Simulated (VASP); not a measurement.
Input for VASP

File KPOINTS:
```
Automatic mesh
0
Gamma
2 2 2
0 0 0
```

**POSCAR**
```
YAl3
1
    4.2400300000     0.0000000000     0.0000000000
    0.0000000000     4.2400300000     0.0000000000
    0.0000000000     0.0000000000     4.2400300000
Y Al
1 3
Direct
  0.0000000000   0.0000000000   0.0000000000
  0.0000000000   0.5000000000   0.5000000000
  0.5000000000   0.0000000000   0.5000000000
  0.5000000000   0.5000000000   0.0000000000
```

**INCAR**
```
SYSTEM = YAl3
PREC = Accurate; ENCUT = 400; LREAL = .False.
LASPH = .True.; ISYM = 3
EDIFF = 1E-6; NELM = 100; ALGO = Normal
LMAXMIX = 4
ISMEAR = 1; SIGMA = 0.1
GGA = PE; LHFCALC = .True.; AEXX = 0.25
HFSCREEN = 0.2; PRECFOCK = Fast
ISIF = 2
LWAVE = .False.; LCHARG = .False.
```

POTCAR, in this order: Y_sv Al (PBE.64 set). Program: vasp_std.

Translate this HSE06 calculation to Quantum ESPRESSO's pw.x.

One equivalent input (not run):
```
&CONTROL
  calculation = 'scf'
  pseudo_dir = './pseudo'
  outdir = './out'
  tprnfor = .true.
  tstress = .false.
/
&SYSTEM
  ibrav = 0
  nat = 4
  ntyp = 2
  ecutwfc = 72
  occupations = 'smearing'
  smearing = 'methfessel-paxton'
  degauss = 0.00735
  input_dft = 'hse'
  nqx1 = 2
  nqx2 = 2
  nqx3 = 2
  screening_parameter = 0.1058
/
&ELECTRONS
  conv_thr = 7.3e-08
  electron_maxstep = 100
/
ATOMIC_SPECIES
  Y 88.906 Y.upf
  Al 26.982 Al.upf
CELL_PARAMETERS angstrom
     4.2400300    0.0000000    0.0000000
     0.0000000    4.2400300    0.0000000
     0.0000000    0.0000000    4.2400300
ATOMIC_POSITIONS crystal
  Y    0.0000000  0.0000000  0.0000000
  Al   0.0000000  0.5000000  0.5000000
  Al   0.5000000  0.0000000  0.5000000
  Al   0.5000000  0.5000000  0.0000000
K_POINTS automatic
  2 2 2 0 0 0
```
What does not carry over: the potentials are each code's own (VASP's PAW set, PseudoDojo norm-conserving files in pw.x), so ENCUT and ecutwfc are chosen apart and not converted; conv_thr bounds pw.x's estimated SCF error, while EDIFF bounds the energy change between steps.

The structure comes from a computed database's YAl3 entry (Pm-3m); how it stands against other phases isn't given here. The cell was not relaxed at this level. The k-mesh is coarse (spacing up to 0.74 per Å, 2π included), so the numbers may not be converged in it.
